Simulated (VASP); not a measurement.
Here is the system:

```xyz
4
Lattice="-1.9281 1.9281 3.9318 1.9281 -1.9281 3.9318 1.9281 1.9281 -3.9318" Properties=species:S:1:pos:R:3 pbc="T T T"
Tc     0.0000     0.0000     0.0000
Pt     0.0000     1.9281     1.9659
Pt     1.9281     0.0000     1.9659
Pt     0.0000     0.0000     3.9318
```

Level of theory: PBEsol GGA, VASP's PBE PAW potentials (set 64) (plane waves; VASP). Run with 480 eV cut-off, 10×10×10 Γ-centred mesh, first-order Methfessel-Paxton smearing of 0.10 eV, potentials Tc_pv Pt.

Energy and stress use the plane-wave basis of the starting cell.

**Question.** The ions, cell shape and volume at an external pressure of 20.0 GPa are relaxed. Which structure does the run end with?

**Answer.** 
```xyz
4
Lattice="-1.8928 1.8928 3.8606 1.8928 -1.8928 3.8606 1.8928 1.8928 -3.8606" Properties=species:S:1:pos:R:3 pbc="T T T"
Tc     0.0000     0.0000     0.0000
Pt     0.0000     1.8928     1.9303
Pt     1.8928     0.0000     1.9303
Pt     0.0000     0.0000     3.8606
```
Space group I4/mmm (139), at a tolerance of 0.03 Å.

**Question.** How do energy and volume change from the first to the last step?

**Answer.** The energy (σ→0) changes by +46.6 meV/atom and the volume by -5.4 %, in 5 ionic steps.

The structure comes from a computed database's TcPt3 entry (I4/mmm); how it stands against other phases isn't given here. This run relaxes it under an external pressure of 20 GPa. Symmetry was kept, so distortions that lower it aren't found. The electron count is odd and the run is not spin-polarised, which forces a metal.
